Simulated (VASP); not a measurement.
Data:

```
CELL_PARAMETERS angstrom
      5.60979     0.00000     0.00000
      2.80490     4.85822     0.00000
      0.00000     0.00000    21.03744
ATOMIC_POSITIONS crystal
  Pt 0.00000 0.00000 0.33671
  Pt 0.50000 0.00000 0.33671
  Pt 0.00000 0.50000 0.33671
  Pt 0.50000 0.50000 0.33671
  Pt 0.16667 0.16667 0.44557
  Pt 0.66667 0.16667 0.44557
  Pt 0.16667 0.66667 0.44557
  Pt 0.66667 0.66667 0.44557
  Pt 0.83333 0.33333 0.55443
  Pt 0.33333 0.33333 0.55443
  Pt 0.83333 0.83333 0.55443
  Pt 0.33333 0.83333 0.55443
  Pt 0.00000 0.00000 0.66329
  Pt 0.50000 0.00000 0.66329
  Pt 0.00000 0.50000 0.66329
  Pt 0.50000 0.50000 0.66329
  Cl 0.33333 0.33333 0.73198
```

Level of theory: PBE GGA, VASP's PBE PAW potentials (set 64) (plane waves; VASP). Numerical set-up: PREC = Normal, EDIFF = 1E-5, 400 eV cut-off, 5×5×1 Γ-centred mesh, first-order Methfessel-Paxton smearing of 0.10 eV, potentials Pt Cl.

**Question.** The ions are relaxed. Predict the relaxed structure.

**Answer.** 
```
CELL_PARAMETERS angstrom
      5.60979     0.00000     0.00000
      2.80490     4.85822     0.00000
      0.00000     0.00000    21.03744
ATOMIC_POSITIONS crystal
  Pt 0.00000 0.00000 0.33562
  Pt 0.50028 0.99944 0.33410
  Pt 0.99944 0.50028 0.33410
  Pt 0.50028 0.50028 0.33410
  Pt 0.16689 0.16689 0.44457
  Pt 0.66622 0.16689 0.44457
  Pt 0.16689 0.66622 0.44457
  Pt 0.66667 0.66667 0.44486
  Pt 0.83157 0.33686 0.55286
  Pt 0.33333 0.33333 0.55161
  Pt 0.83157 0.83157 0.55286
  Pt 0.33686 0.83157 0.55286
  Pt 0.00000 0.00000 0.65880
  Pt 0.50150 0.99699 0.66323
  Pt 0.99699 0.50150 0.66323
  Pt 0.50150 0.50150 0.66323
  Cl 0.33333 0.33333 0.75680
```

**Question.** How much energy does the relaxation gain?

**Answer.** The energy (σ→0) changes by -68.6 meV/atom, in 16 ionic steps.

```tsv
step	E(σ→0) (eV)	max force (eV/Å)	pressure (GPa)	volume (Å³)
1	-94.0202	5.157	0.07	573.35
2	-94.7099	2.203	-0.86	573.35
3	-94.8165	1.479	-0.91	573.35
4	-95.0099	1.070	-1.35	573.35
5	-95.0900	0.656	-1.70	573.35
6	-95.1604	0.191	-1.93	573.35
7	-95.1642	0.191	-1.98	573.35
8	-95.1751	0.131	-2.14	573.35
9	-95.1788	0.090	-2.29	573.35
10	-95.1831	0.062	-2.41	573.35
11	-95.1840	0.061	-2.49	573.35
12	-95.1857	0.037	-2.59	573.35
13	-95.1858	0.049	-2.61	573.35
14	-95.1858	0.049	-2.62	573.35
15	-95.1858	0.046	-2.61	573.35
16	-95.1860	0.017	-2.66	573.35
```

The cell is a thin slab with vacuum, built from Pt (fcc): (111) face, Cl adsorbed.
